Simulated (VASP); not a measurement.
```xyz
1
Lattice="-1.6049 1.6049 1.6049 1.6049 -1.6049 1.6049 1.6049 1.6049 -1.6049" Properties=species:S:1:pos:R:3 pbc="T T T"
Mo     0.0000     0.0000     0.0000
```

These are SCAN meta-GGA, VASP's PBE PAW potentials (set 64) (plane waves; VASP 6.6.1) values and carry that method's errors. Run with 520 eV cut-off, 16×16×16 Γ-centred mesh, first-order Methfessel-Paxton smearing of 0.10 eV, potentials Mo_sv.

**Question.** Give the stress tensor in GPa (positive for a compressed cell).

**Answer.** 
```
-14.58    0.00    0.00
  0.00  -14.58    0.00
  0.00    0.00  -14.58
```
The pressure is its mean diagonal, -14.58 GPa.

The compound is Mo in the bcc structure. This cell is one point of a volume scan, at 1.06 of the reference volume.
